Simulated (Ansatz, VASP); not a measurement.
# Si2W in two plane-wave programs

Wanted: the spread between two codes on one cell, functional and k mesh. The cell is taken from a series of runs on this material, whose earlier steps may have relaxed, scaled, displaced or heated it; both programs get it as it stands.

Main program and level: Ansatz 0.2.0; plane waves, with VASP 6.6.1 beside it; zone-centre phonons at PBEsol.

**1. The structure**

Symmetry: I4/mmm, No. 139, tetragonal system. The conventional cell has a = 3.226 Å, b = 3.226 Å, c = 7.860 Å, α = 90.00°, β = 90.00°, γ = 90.00°. Nearest to Si lie 5 Si at 2.60 to 2.64 Å and 5 W at 2.62 to 2.63 Å. Nearest to W lie 10 Si at 2.62 to 2.63 Å. Farther neighbours are not listed.

Structure file:

```xyz
3
Lattice="-1.6128 1.6128 3.9302 1.6128 -1.6128 3.9302 1.6128 1.6128 -3.9302" Properties=species:S:1:pos:R:3 pbc="T T T"
Si    0.0000    0.0000    2.6321
Si    0.0000    0.0000    5.2282
W     0.0000    0.0000    0.0000
```

**2. VASP: zone-centre phonons, PBEsol**

Second derivatives magnify differences that forces hide, and they need a tight electronic threshold.

Lines of VASP's logs that name or quote its potential files are left out, and so is its time.

Input file INCAR:

```
SYSTEM = Si2W
PREC = Accurate
ENCUT = 600
EDIFF = 1E-08
NELM = 120
ISMEAR = 1
SIGMA = 0.2
LREAL = .FALSE.
ALGO = Normal
GGA = PS
NBANDS = 13
LASPH = .TRUE.
LORBIT = 11
LWAVE = .FALSE.
LCHARG = .FALSE.
ISIF = 2
IBRION = 8
GGA_COMPAT = .FALSE.
KPAR = 2
```

Input file POSCAR:

```
Si2W
1.0
   -1.6128261251      1.6128261251      3.9301904334
    1.6128261251     -1.6128261251      3.9301904334
    1.6128261251      1.6128261251     -3.9301904334
Si W
2 1
Direct
    0.3348613043      0.3348613043      0.0000000000
    0.6651386957      0.6651386957      0.0000000000
    0.0000000000      0.0000000000      0.0000000000
```

Input file KPOINTS:

```
Automatic mesh
0
Gamma
20 20 20
0 0 0
```

PAW data sets: Si and W (PBE family, release 64).

On the command line:

```console
$ mpirun -np 2 vasp_std
```

Numbers of over 12 decimals in the logs are rounded to 6 here.

Log:

```text
[banner, memory and clock lines left out]
running    2 mpi-ranks, on    1 nodes
 distrk:  each k-point on    1 cores,    2 groups
 distr:  one band on    1 cores,    1 groups

 POSCAR found type information on POSCAR SiW
 POSCAR found :  2 types and       3 ions
|                                                                             |
|               ----> ADVICE to this user running VASP <----                  |
|                                                                             |
|     You enforced a specific xc type in the INCAR file but a different       |
|     [... a line on the potential file left out ...]
|     I HOPE YOU KNOW WHAT YOU ARE DOING!                                     |
|                                                                             |

 LDA part: xc-table for (Slater+PW92), standard interpolation
 POSCAR, INCAR and KPOINTS ok, starting setup
 FFT: planning ... GRIDC
 FFT: planning ... GRID_SOFT
 FFT: planning ... GRID
 WAVECAR not read
 entering main loop
       N       E                     dE             d eps       ncg     rms          rms(c)
DAV:   1     0.325525502719E+02    0.32553E+02   -0.65670E+03 16674   0.105E+03
DAV:   2    -0.247948290258E+02   -0.57347E+02   -0.52423E+02 20097   0.202E+02
DAV:   3    -0.275806234189E+02   -0.27858E+01   -0.26849E+01 23063   0.352E+01
DAV:   4    -0.276221014882E+02   -0.41478E-01   -0.41363E-01 19928   0.478E+00
DAV:   5    -0.276227384784E+02   -0.63699E-03   -0.63680E-03 23783   0.533E-01    0.257E+01
DAV:   6    -0.268588359826E+02    0.76390E+00   -0.22382E+00 24985   0.943E+00    0.105E+01
DAV:   7    -0.267388566467E+02    0.11998E+00   -0.22563E-01 19067   0.316E+00    0.549E+00
DAV:   8    -0.267122111743E+02    0.26645E-01   -0.43902E-02 21761   0.150E+00    0.506E-01
DAV:   9    -0.267119305506E+02    0.28062E-03   -0.22485E-03 19947   0.325E-01    0.276E-01
DAV:  10    -0.267118938575E+02    0.36693E-04   -0.35371E-04 21243   0.121E-01    0.509E-02
DAV:  11    -0.267118767578E+02    0.17100E-04   -0.55823E-05 21254   0.529E-02    0.210E-02
DAV:  12    -0.267118770101E+02   -0.25230E-06   -0.19703E-06 20608   0.108E-02    0.918E-03
DAV:  13    -0.267118767534E+02    0.25671E-06   -0.14352E-07 21078   0.276E-03    0.153E-03
DAV:  14    -0.267118767261E+02    0.27325E-07   -0.64135E-09 13406   0.552E-04    0.225E-04
DAV:  15    -0.267118767290E+02   -0.29249E-08   -0.71542E-10 10778   0.255E-04
   1 F= -.26711877E+02 E0= -.26712288E+02  d E =0.123300E-02
 Linear response reoptimize wavefunctions to high precision
DAV:   1    -0.267118767349E+02   -0.59008E-08   -0.14859E-10 12707   0.957E-05
DAV:   2    -0.267118767349E+02   -0.18190E-11   -0.23128E-11 10043   0.478E-05
 Linear response DOF=           4
 Linear response progress:
  Degree of freedom:   1/  4
       N       E                     dE             d eps       ncg     rms          rms(c)
RMM:   1    -0.178889038445E-01   -0.17889E-01    0.14606E-02136259   0.882E-01
RMM:   2    -0.164891787015E-01    0.13997E-02   -0.62896E-04 88507   0.212E-01    0.902E-02
RMM:   3    -0.165625250927E-01   -0.73346E-04   -0.13089E-04 89289   0.590E-02    0.494E-02
RMM:   4    -0.167109847120E-01   -0.14846E-03   -0.85012E-05 88758   0.442E-02    0.113E-02
RMM:   5    -0.166935112752E-01    0.17473E-04   -0.11010E-06 92847   0.896E-03    0.112E-03
RMM:   6    -0.166986810604E-01   -0.51698E-05   -0.18181E-07 93737   0.163E-03    0.662E-04
RMM:   7    -0.166981067345E-01    0.57433E-06    0.21086E-08 95615   0.382E-04    0.608E-05
RMM:   8    -0.166985447468E-01   -0.43801E-06   -0.62711E-09 96710   0.122E-04    0.170E-05
RMM:   9    -0.166985100794E-01    0.34667E-07    0.31622E-09 99751   0.310E-05    0.287E-06
RMM:  10    -0.166985181273E-01   -0.80479E-08   -0.17153E-09 99419   0.118E-05    0.112E-06
 first order change of Fermi-energy   0.18958E-04
 force on displaced ion       1 direction 1 :  -8.160  -0.000  -0.000
 Linear response progress:
  Degree of freedom:   2/  4
       N       E                     dE             d eps       ncg     rms          rms(c)
RMM:   1    -0.249071336694E-01   -0.24907E-01    0.38219E-02 41993   0.109E+00
RMM:   2    -0.222868790418E-01    0.26203E-02   -0.11519E-03 26779   0.276E-01    0.142E-01
RMM:   3    -0.222808904440E-01    0.59886E-05   -0.43252E-04 26909   0.995E-02    0.947E-02
RMM:   4    -0.223585652545E-01   -0.77675E-04   -0.58348E-05 27936   0.368E-02    0.391E-02
RMM:   5    -0.223953408052E-01   -0.36776E-04   -0.42326E-06 28000   0.102E-02    0.127E-02
RMM:   6    -0.223971318643E-01   -0.17911E-05   -0.32795E-07 28225   0.335E-03    0.186E-03
RMM:   7    -0.223953137106E-01    0.18182E-05   -0.11735E-07 29021   0.120E-03    0.590E-04
RMM:   8    -0.223951580662E-01    0.15564E-06   -0.43039E-09 29630   0.236E-04    0.124E-04
RMM:   9    -0.223954651109E-01   -0.30704E-06   -0.28451E-09 29408   0.776E-05    0.143E-05
RMM:  10    -0.223954386551E-01    0.26456E-07    0.34787E-09 30570   0.192E-05    0.478E-06
RMM:  11    -0.223954372470E-01    0.14081E-08   -0.56217E-09 29075   0.103E-05    0.125E-06
 first order change of Fermi-energy  -0.45341E+00
 force on displaced ion       1 direction 3 :   0.000   0.000 -13.438
 Linear response progress:
  Degree of freedom:   3/  4
       N       E                     dE             d eps       ncg     rms          rms(c)
RMM:   1    -0.120495804347E+00   -0.12050E+00   -0.10294E-01 58856   0.179E+00
RMM:   2    -0.119502385186E+00    0.99342E-03   -0.13245E-03 47246   0.258E-01    0.154E-01
RMM:   3    -0.119126231593E+00    0.37615E-03   -0.20397E-04 48488   0.801E-02    0.875E-02
RMM:   4    -0.119218780159E+00   -0.92549E-04   -0.25806E-04 47787   0.932E-02    0.120E-02
RMM:   5    -0.119209091911E+00    0.96882E-05   -0.69012E-06 51820   0.170E-02    0.341E-03
RMM:   6    -0.119214764109E+00   -0.56722E-05   -0.13989E-07 50905   0.221E-03    0.804E-04
RMM:   7    -0.119214522504E+00    0.24161E-06   -0.10675E-08 52953   0.579E-04    0.128E-04
RMM:   8    -0.119214410120E+00    0.11238E-06   -0.23306E-09 53086   0.125E-04    0.444E-05
RMM:   9    -0.119214157138E+00    0.25298E-06   -0.20705E-09 54640   0.503E-05    0.616E-06
RMM:  10    -0.119214113301E+00    0.43837E-07   -0.16731E-09 55094   0.250E-05    0.252E-06
RMM:  11    -0.119214129730E+00   -0.16429E-07   -0.74810E-10 52807   0.185E-05    0.305E-07
RMM:  12    -0.119214132237E+00   -0.25067E-08   -0.21869E-09 41537   0.156E-05    0.101E-07
 first order change of Fermi-energy  -0.89693E-03
 force on displaced ion       3 direction 1 : -10.142   0.000  -0.000
 Linear response progress:
  Degree of freedom:   4/  4
       N       E                     dE             d eps       ncg     rms          rms(c)
RMM:   1    -0.137218338575E+00   -0.13722E+00   -0.12598E-01 32440   0.185E+00
RMM:   2    -0.132826212742E+00    0.43921E-02   -0.21568E-03 25821   0.315E-01    0.180E-01
RMM:   3    -0.132197481438E+00    0.62873E-03   -0.68529E-04 26801   0.125E-01    0.961E-02
RMM:   4    -0.132224800342E+00   -0.27319E-04   -0.28549E-04 26712   0.928E-02    0.267E-02
RMM:   5    -0.132277506442E+00   -0.52706E-04   -0.39633E-05 26851   0.369E-02    0.671E-03
RMM:   6    -0.132285361146E+00   -0.78547E-05   -0.68927E-07 29165   0.496E-03    0.156E-03
RMM:   7    -0.132279213140E+00    0.61480E-05   -0.10537E-07 27839   0.154E-03    0.222E-04
RMM:   8    -0.132279661848E+00   -0.44871E-06   -0.29614E-09 29382   0.282E-04    0.105E-04
RMM:   9    -0.132279761752E+00   -0.99905E-07   -0.80997E-10 29858   0.748E-05    0.474E-05
RMM:  10    -0.132279696170E+00    0.65582E-07   -0.19983E-09 29970   0.340E-05    0.427E-06
RMM:  11    -0.132279710719E+00   -0.14549E-07    0.14302E-09 30808   0.174E-05    0.145E-06
RMM:  12    -0.132279711830E+00   -0.11104E-08   -0.18095E-09 24681   0.136E-05    0.273E-07
 first order change of Fermi-energy   0.52682E-03
 force on displaced ion       3 direction 3 :  -0.000  -0.000 -13.735
 Linear response finished
```

From OUTCAR (step 2):

```text
ion  position               nearest neighbor table
   1  0.335  0.335  0.000-   2 2.60   3 2.62   3 2.62   3 2.62   3 2.62   3 2.63   2 2.64   2 2.64
                             2 2.64   2 2.64
   2  0.665  0.665  0.000-   1 2.60   3 2.62   3 2.62   3 2.62   3 2.62   3 2.63   1 2.64   1 2.64
                             1 2.64   1 2.64
   3  0.000  0.000  0.000-   2 2.62   1 2.62   2 2.62   1 2.62   2 2.62   1 2.62   1 2.62   2 2.62
                             1 2.63   2 2.63

  LATTYP: Found a body centered tetragonal cell.
 ALAT       =     3.2256522502
 C/A-ratio  =     2.4368345553

 Subroutine GETGRP returns: Found 16 space group operations
 (whereof 16 operations were pure point group operations)

The static configuration has the point symmetry D_4h.

 Found    641 irreducible k-points:

   k-points           NKPTS =    641   k-points in BZ     NKDIM =    641   number of bands    NBANDS=     13

   dimension x,y,z NGX =    36 NGY =   36 NGZ =   36
   dimension x,y,z NGXF=    72 NGYF=   72 NGZF=   72

   ENCUT  =  600.0 eV  44.10 Ry    6.64 a.u.   9.08  9.08  9.08*2*pi/ulx,y,z

   NELECT =      14.0000    total number of electrons

 k-points in reciprocal lattice and weights: Automatic mesh
   0.00000000  0.00000000  0.00000000       0.000
   0.05000000  0.00000000 -0.00000000       0.001
   0.10000000  0.00000000 -0.00000000       0.001
   0.15000000  0.00000000 -0.00000000       0.001
   0.20000000  0.00000000 -0.00000000       0.001
   0.25000000  0.00000000 -0.00000000       0.001
   0.30000000  0.00000000 -0.00000000       0.001
   0.35000000  0.00000000 -0.00000000       0.001
   0.40000000  0.00000000 -0.00000000       0.001
[...]
-0.45000000 -0.45000000  0.45000000       0.000
   0.50000000  0.50000000  0.50000000       0.000

 average (electrostatic) potential at core
       1 -79.2474       2 -79.2474       3 -34.8418

  Total       -1.2155013     -1.2155013     -1.2182870      0.0000000      0.0000000      0.0000000
  in kB      -47.6230633    -47.6230633    -47.7322072      0.0000000      0.0000000      0.0000000
  external PRESSURE =     -47.6594446 kB  Pullay stress =       0.0000000 kB

  energy-cutoff  :      600.00
  volume of cell :       40.89
      direct lattice vectors                 reciprocal lattice vectors
    -1.612826125  1.612826125  3.930190433     0.000000000  0.310014819  0.127220298
     1.612826125 -1.612826125  3.930190433     0.310014819  0.000000000  0.127220298
     1.612826125  1.612826125 -3.930190433     0.310014819  0.310014819  0.000000000

 POSITION                                       TOTAL-FORCE (eV/Angst)
 -----------------------------------------------------------------------------------
      0.00000      0.00000      2.63214        -0.000000     -0.000000      0.006357
      0.00000      0.00000      5.22824         0.000000      0.000000     -0.006357
      0.00000      0.00000      0.00000        -0.000000     -0.000000      0.000000
 -----------------------------------------------------------------------------------
    total drift:                               -0.000000     -0.000000      0.000000

 Eigenvectors and eigenvalues of the dynamical matrix
 ----------------------------------------------------

   1 f  =   13.195688 THz    82.910953 2PiTHz  440.160775 cm-1    54.572956 meV
             X         Y         Z           dx          dy          dz
      0.000000  0.000000  2.632137     0.000000   -0.000000   -0.707107
      0.000000  0.000000  5.228243    -0.000000   -0.000000    0.707107
      0.000000  0.000000  0.000000    -0.000000    0.000000    0.000000

   2 f  =    9.894815 THz    62.170956 2PiTHz  330.055500 cm-1    40.921648 meV
             X         Y         Z           dx          dy          dz
      0.000000  0.000000  2.632137    -0.594670   -0.382580   -0.000000
      0.000000  0.000000  5.228243     0.594670    0.382580    0.000000
      0.000000  0.000000  0.000000    -0.000000   -0.000000    0.000000

   3 f  =    9.894815 THz    62.170956 2PiTHz  330.055500 cm-1    40.921648 meV
             X         Y         Z           dx          dy          dz
      0.000000  0.000000  2.632137    -0.382580    0.594670   -0.000000
      0.000000  0.000000  5.228243     0.382580   -0.594670    0.000000
      0.000000  0.000000  0.000000     0.000000   -0.000000    0.000000

   4 f  =    8.832648 THz    55.497166 2PiTHz  294.625434 cm-1    36.528882 meV
             X         Y         Z           dx          dy          dz
      0.000000  0.000000  2.632137    -0.000000   -0.000000   -0.618854
      0.000000  0.000000  5.228243    -0.000000   -0.000000   -0.618854
      0.000000  0.000000  0.000000    -0.000000    0.000000    0.483776

   5 f  =    7.589237 THz    47.684582 2PiTHz  253.149694 cm-1    31.386548 meV
             X         Y         Z           dx          dy          dz
      0.000000  0.000000  2.632137    -0.618836    0.000000   -0.000000
      0.000000  0.000000  5.228243    -0.618836    0.000000    0.000000
      0.000000  0.000000  0.000000     0.483823    0.000000    0.000000

   6 f  =    7.589237 THz    47.684582 2PiTHz  253.149694 cm-1    31.386548 meV
             X         Y         Z           dx          dy          dz
      0.000000  0.000000  2.632137    -0.000000   -0.618836    0.000000
      0.000000  0.000000  5.228243    -0.000000   -0.618836    0.000000
      0.000000  0.000000  0.000000     0.000000    0.483823   -0.000000

   7 f/i=    0.000173 THz     0.001090 2PiTHz    0.005786 cm-1     0.000717 meV
             X         Y         Z           dx          dy          dz
      0.000000  0.000000  2.632137    -0.000000   -0.000000    0.342081
      0.000000  0.000000  5.228243    -0.000000   -0.000000    0.342081
      0.000000  0.000000  0.000000    -0.000000   -0.000000    0.875192

   8 f/i=    0.000560 THz     0.003520 2PiTHz    0.018689 cm-1     0.002317 meV
             X         Y         Z           dx          dy          dz
      0.000000  0.000000  2.632137     0.226021    0.256821    0.000000
      0.000000  0.000000  5.228243     0.226021    0.256821    0.000000
      0.000000  0.000000  0.000000     0.578185    0.656976    0.000000

   9 f/i=    0.000560 THz     0.003520 2PiTHz    0.018689 cm-1     0.002317 meV
             X         Y         Z           dx          dy          dz
      0.000000  0.000000  2.632137     0.256821   -0.226021   -0.000000
      0.000000  0.000000  5.228243     0.256821   -0.226021   -0.000000
      0.000000  0.000000  0.000000     0.656976   -0.578185   -0.000000

 ELASTIC MODULI CONTR FROM IONIC RELAXATION (kBar)
 Direction    XX          YY          ZZ          XY          YZ          ZX
 --------------------------------------------------------------------------------
 XX         -20.4479    -20.4479    -35.0708      0.0000     -0.0000      0.0000
 YY         -20.4479    -20.4479    -35.0708      0.0000     -0.0000      0.0000
 ZZ         -35.0708    -35.0708    -60.1511      0.0000     -0.0000      0.0000
 XY           0.0000      0.0000      0.0000      0.0000      0.0000      0.0000
 YZ          -0.0000     -0.0000     -0.0000      0.0000    -23.6072      0.0000
 ZX           0.0000      0.0000      0.0000      0.0000      0.0000     -7.2472
 --------------------------------------------------------------------------------
```

(Part 1 of 2 ends here.)

[Lines on the potential files, build, host, timing and source positions are cut from VASP's logs without a mark.]

[Logs are printed without paths, hosts, clocks, repeated set-up lines and the standing remarks that a program may print on its own settings, such as how far it seeks lower states.]

[Hosts, paths, dates, database ids (printed as entryN), source tags and the programs' standing remarks are cut or masked in the printed files.]
